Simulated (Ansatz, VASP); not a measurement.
CS2 in VASP and in Ansatz

```
S C
1.0
    10.00000    0.00000    0.00000
     0.00000   10.00000    0.00000
     0.00000    0.00000   10.00000
S C
20 10
Direct
  0.27326 0.56666 0.93246
  0.16363 0.71031 0.67835
  0.77133 0.85326 0.65040
  0.00997 0.04853 0.60106
  0.86113 0.50235 0.00995
  0.87680 0.40473 0.71323
  0.51372 0.85209 0.91472
  0.62327 0.05699 0.12360
  0.66167 0.22907 0.48179
  0.90596 0.26414 0.29012
  0.20785 0.87855 0.15103
  0.94011 0.86838 0.98966
  0.52690 0.58089 0.55951
  0.55854 0.66993 0.26132
  0.48124 0.25177 0.82253
  0.24311 0.33080 0.63596
  0.39427 0.96239 0.51719
  0.30670 0.17594 0.30644
  0.20047 0.52155 0.30034
  0.93474 0.66716 0.37781
  0.21836 0.63896 0.80569
  0.89020 0.95162 0.62574
  0.86911 0.45353 0.86162
  0.56888 0.95452 0.01914
  0.78369 0.24656 0.38595
  0.07378 0.87409 0.07092
  0.54282 0.62545 0.41050
  0.36166 0.29063 0.72928
  0.35091 0.06971 0.41222
  0.06709 0.59396 0.33872
```

Alike in both runs: functional PBE; dispersion D3(BJ); k mesh 1 × 1 × 1; occupations fermi-dirac, width 0.05 eV; no spin polarisation.

Ansatz relaxed the structure, and its values are those at the end. VASP's run is a single point on that final structure, the one shown.

|  | VASP | Ansatz |
| --- | --- | --- |
| version | VASP 6.6.1 | Ansatz 0.2.0 |
| potentials or method | VASP PAW PBE potentials, release 64 (S, C) | scalar-relativistic, plane waves, PAW |
| plane-wave cutoff (eV) | 520 | 420 |
| valence electrons in the cell | 160 | 160 |

VASP gave:

```
rms of the force components (eV/Å) : 0.162
dispersion energy (meV/atom)       : -121.5
```

Task: What did Ansatz give for the same quantities?

Result: rms of the force components (eV/Å): 0.058; dispersion energy (meV/atom): -121.6.

One of these differences is far larger than is usual between the two programs; its cause wasn't traced.
